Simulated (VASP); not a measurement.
A cell of Mg (hcp) near equilibrium:

```xyz
2
Lattice="1.5927 -2.7586 0.0000 1.5927 2.7586 0.0000 0.0000 0.0000 5.0995" Properties=species:S:1:pos:R:3 pbc="T T T"
Mg     1.5927     0.9195     1.2749
Mg     1.5927    -0.9195     3.8246
```

These are r2SCAN meta-GGA, VASP's PBE PAW potentials (set 64) (plane waves; VASP) values and carry that method's errors.

```
run               ΔE (meV/atom)    σxx   σyy    σzz  largest shear component, with its sign (GPa)  largest force (eV/Å)
----------------  -------------  -----  ----  -----  --------------------------------------------  --------------------
as it is                    0.0   0.06  0.06  -0.21                                          0.00                 0.000
after one change            1.3  -0.23  0.33  -0.15                                          0.00                 0.069
```
Stress is in GPa, positive when the cell is compressed.

**Question.** Name the change that produced these shifts.
A) atom 1 (Mg) moved by 0.200 Å along x
B) uniaxial strain of +0.5 % along y
C) uniaxial strain of +2.0 % along x
D) atom 2 (Mg) moved by 0.075 Å along y

**Answer.** D, atom 2 (Mg) moved by 0.075 Å along y

The compound is Mg in the hcp structure.
